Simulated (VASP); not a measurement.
Consider the following.

```xyz
3
Lattice="0.0000 3.1899 3.1899 3.1899 0.0000 3.1899 3.1899 3.1899 0.0000" Properties=species:S:1:pos:R:3 pbc="T T T"
Mg     1.5950     1.5950     1.5950
Mg     4.7849     4.7849     4.7849
Ge     0.0000     0.0000     0.0000
```

Calculation: optB88-vdW, VASP's PBE PAW potentials (set 64) (plane waves; VASP). Run with 520 eV cut-off, 6×6×6 Γ-centred mesh, Gaussian smearing of 0.050 eV, potentials Mg Ge_d.

**Question.** What does the run give for the energy per atom (σ→0), band gap (on the k-mesh) with the smallest direct gap where there is one?

**Answer.** 
band gap (on the k-mesh): 0.29 eV
smallest direct gap (on the k-mesh): 1.09 eV
energy per atom (σ→0): -63.8 kJ/mol-atom

Only differences to runs with the same potentials and settings are physical.

The compound is Mg2Ge in the antifluorite structure. It was relaxed first. The start is the result of an earlier pass.
